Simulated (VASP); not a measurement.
Gd, 1 atom in the cell. Symmetry: Fm-3m, No. 225, cubic system. The conventional cell has a = 4.951 Å, b = 4.951 Å, c = 4.951 Å, α = 90.00°, β = 90.00°, γ = 90.00°. Around Gd (site symmetry m-3m) lie 12 Gd at 3.50 Å. This isn't the form of Gd at room conditions, which is hcp.

```yaml
Program: VASP 6.6.1
Task: single point
Functional: PBEsol
Potentials_or_basis: VASP PAW PBE potentials, release 64 (Gd)
Cutoff: 520 eV
k_mesh: 6 × 6 × 6
Occupations: methfessel-paxton, width 0.1 eV
Spin: collinear spin, typed start
Starting_moments: "[7.0] μB"
Dipole_correction: no
Further_INCAR_settings: ALGO = Normal; EDIFF = 1e-07; NBANDS = 19
```

Potentials or basis: VASP PAW PBE potentials, release 64 (Gd).

Run with:

```sh
$ cat potpaw_PBE.64/Gd/POTCAR > POTCAR
$ mpirun -np 1 vasp_std > vasp.out
```

Hardware: 1 thread of Intel(R) Xeon(R) Platinum 8559C (Emerald Rapids), on a shared host.

Q: How long does it take, and how much memory?

A: It took 55 s on 1 thread of Intel(R) Xeon(R) Platinum 8559C (Emerald Rapids), on a shared host, peak memory 0.18 GiB. Counts: scf iterations 26, k points 16.
